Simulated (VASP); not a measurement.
Computed with MS2 meta-GGA, VASP's PBE PAW potentials (set 64) (plane waves; VASP).

VASP ran on this input.

**KPOINTS**
```
Automatic mesh
0
Gamma
6 6 6
0 0 0
```

**INCAR**
```
ALGO=Normal
EDIFF=1E-7
ENCUT=520
ISIF=2
ISMEAR=0
LASPH=.TRUE.
LCHARG=.FALSE.
LMAXMIX=4
LMIXTAU=.TRUE.
LREAL=.FALSE.
LWAVE=.FALSE.
METAGGA=MS2
NELM=100
PREC=Accurate
SIGMA=0.05
SYSTEM=SrCl2
```

File POSCAR:
```
SrCl2
1
    0.0000000000     3.5342671856     3.5342671856
    3.5342671856     0.0000000000     3.5342671856
    3.5342671856     3.5342671856     0.0000000000
Sr Cl
1 2
Direct
  0.0000000000   0.0000000000   0.0000000000
  0.2500000000   0.2500000000   0.2500000000
  0.7500000000   0.7500000000   0.7500000000
```

POTCAR, in this order: Sr_sv Cl (PBE.64 set). Program: vasp_std.

The resulting files:

OUTCAR:
```
 ion  position               nearest neighbor table
   1  0.000  0.000  0.000-   3 3.06   3 3.06   3 3.06   2 3.06   2 3.06   2 3.06   3 3.06   2 3.06
  LATTYP: Found a face centered cubic cell.
 ALAT       =     7.0685343712
 Subroutine PRICEL returns:
 Original cell was already a primitive cell.
 Subroutine GETGRP returns: Found 48 space group operations
The static configuration has the point symmetry O_h .
The dynamic configuration has the point symmetry O_h .
 Subroutine INISYM returns: Found 48 space group operations
 Subroutine IBZKPT returns following result:
 Found     16 irreducible k-points:

 Following reciprocal coordinates:
            Coordinates               Weight
  0.000000  0.000000  0.000000      1.000000
  0.166667  0.000000  0.000000      8.000000
  0.333333  0.000000  0.000000      8.000000
  0.500000  0.000000  0.000000      4.000000
  0.166667  0.166667  0.000000      6.000000
  0.333333  0.166667  0.000000     24.000000
  0.500000  0.166667  0.000000     24.000000
 -0.333333  0.166667  0.000000     24.000000
 -0.166667  0.166667  0.000000     12.000000
  0.333333  0.333333  0.000000      6.000000
...
```

**OSZICAR**
```
       N       E                     dE             d eps       ncg     rms          rms(c)
DAV:   1     0.113493363650E+03    0.11349E+03   -0.10646E+04   512   0.124E+03
DAV:   2    -0.332797805395E+02   -0.14677E+03   -0.14451E+03   712   0.252E+02
DAV:   3    -0.431835703808E+02   -0.99038E+01   -0.95385E+01   928   0.620E+01
DAV:   4    -0.434634491714E+02   -0.27988E+00   -0.27618E+00   648   0.859E+00
DAV:   5    -0.434710210335E+02   -0.75719E-02   -0.75690E-02   768   0.119E+00    0.299E+01
DAV:   6    -0.254754239066E+02    0.17996E+02   -0.13343E+02   512   0.519E+01    0.159E+01
DAV:   7    -0.257316586081E+02   -0.25623E+00   -0.11419E+01   656   0.295E+01    0.171E+01
DAV:   8    -0.284511478042E+02   -0.27195E+01   -0.56703E-01   648   0.919E+00    0.216E+01
DAV:   9    -0.240681278769E+02    0.43830E+01   -0.88068E+00   680   0.274E+01    0.664E+00
DAV:  10    -0.248474846122E+02   -0.77936E+00   -0.13826E+00   960   0.870E+00    0.694E+00
DAV:  11    -0.252451873240E+02   -0.39770E+00   -0.19004E-01   536   0.581E+00    0.767E+00
DAV:  12    -0.238868579145E+02    0.13583E+01   -0.21533E+00   680   0.170E+01    0.464E+00
DAV:  13    -0.230328241667E+02    0.85403E+00   -0.14347E+00   616   0.147E+01    0.400E+00
DAV:  14    -0.232227978518E+02   -0.18997E+00   -0.12325E+00   728   0.110E+01    0.483E+00
DAV:  15    -0.232122605478E+02    0.10537E-01   -0.83457E-03   648   0.837E-01    0.482E+00
DAV:  16    -0.231816400598E+02    0.30620E-01   -0.17591E-02   808   0.132E+00    0.476E+00
DAV:  17    -0.235761716370E+02   -0.39453E+00   -0.69956E-01   512   0.689E+00    0.569E+00
DAV:  18    -0.237080669689E+02   -0.13190E+00   -0.21305E-01   872   0.285E+00    0.602E+00
DAV:  19    -0.234640520077E+02    0.24401E+00   -0.70106E-01   904   0.526E+00    0.364E+00
DAV:  20    -0.235455655805E+02   -0.81514E-01   -0.46963E-02   816   0.218E+00    0.356E+00
DAV:  21    -0.235713034776E+02   -0.25738E-01   -0.13596E-02   632   0.113E+00    0.301E+00
DAV:  22    -0.235494997849E+02    0.21804E-01   -0.27523E-02   712   0.143E+00    0.194E+00
DAV:  23    -0.235462531832E+02    0.32466E-02   -0.41208E-02   672   0.173E+00    0.940E-01
DAV:  24    -0.235448423110E+02    0.14109E-02   -0.28817E-03   696   0.548E-01    0.828E-01
DAV:  25    -0.235413825642E+02    0.34597E-02   -0.55511E-04   816   0.276E-01    0.690E-01
DAV:  26    -0.235485806438E+02   -0.71981E-02   -0.10193E-02   600   0.865E-01    0.538E-01
DAV:  27    -0.235486514027E+02   -0.70759E-04   -0.95364E-04   864   0.242E-01    0.467E-01
DAV:  28    -0.235488812661E+02   -0.22986E-03   -0.40482E-04   712   0.215E-01    0.365E-01
DAV:  29    -0.235498450467E+02   -0.96378E-03   -0.97700E-04   832   0.281E-01    0.237E-01
DAV:  30    -0.235496210537E+02    0.22399E-03   -0.20078E-04   528   0.166E-01    0.196E-01
DAV:  31    -0.235494471594E+02    0.17389E-03   -0.65149E-04   688   0.191E-01    0.924E-02
DAV:  32    -0.235493982685E+02    0.48891E-04   -0.21473E-04   784   0.109E-01    0.377E-02
DAV:  33    -0.235494100612E+02   -0.11793E-04   -0.36767E-05   808   0.493E-02    0.364E-02
DAV:  34    -0.235494351103E+02   -0.25049E-04   -0.15640E-05   720   0.403E-02    0.346E-02
DAV:  35    -0.235494384137E+02   -0.33034E-05   -0.32067E-06   632   0.199E-02    0.282E-02
DAV:  36    -0.235494399664E+02   -0.15528E-05   -0.22103E-06   920   0.115E-02    0.125E-02
DAV:  37    -0.235494397701E+02    0.19632E-06   -0.19400E-07   520   0.535E-03    0.634E-03
DAV:  38    -0.235494398667E+02   -0.96531E-07   -0.13768E-07   576   0.402E-03
   1 F= -.23549440E+02 E0= -.23549440E+02  d E =-.527389E-12
```

File OUTCAR:
```
------------------------ aborting loop because EDIFF is reached ----------------------------------------
  FORCE on cell =-STRESS in cart. coord.  units (eV):
  Direction    XX          YY          ZZ          XY          YZ          ZX
  --------------------------------------------------------------------------------------
  Total       -0.5580008     -0.5580008     -0.5580008     -0.0000000      0.0000000      0.0000000
  in kB      -10.1255178    -10.1255178    -10.1255178     -0.0000000      0.0000000      0.0000000
  external PRESSURE =     -10.1255178 kB  Pullay stress =       0.0000000 kB
  volume of cell :       88.29
      direct lattice vectors                 reciprocal lattice vectors
     0.000000000  3.534267186  3.534267186    -0.141472043  0.141472043  0.141472043
     3.534267186  0.000000000  3.534267186     0.141472043 -0.141472043  0.141472043
     3.534267186  3.534267186  0.000000000     0.141472043  0.141472043 -0.141472043
 POSITION                                       TOTAL-FORCE (eV/Angst)
 -----------------------------------------------------------------------------------
      0.00000      0.00000      0.00000         0.000000      0.000000      0.000000
      1.76713      1.76713      1.76713        -0.000000     -0.000000     -0.000000
      5.30140      5.30140      5.30140         0.000000      0.000000      0.000000
 -----------------------------------------------------------------------------------
    total drift:                               -0.000000     -0.000000      0.000000
  FREE ENERGIE OF THE ION-ELECTRON SYSTEM (eV)
  ---------------------------------------------------
  free  energy   TOTEN  =       -23.5494398667 eV

  energy  without entropy=      -23.5494398667  energy(sigma->0) =      -23.54943987
```
(Selected blocks of OUTCAR.)

The compound is SrCl2 in the fluorite structure. This cell is one point of a volume scan, at 1.03 of the reference volume.
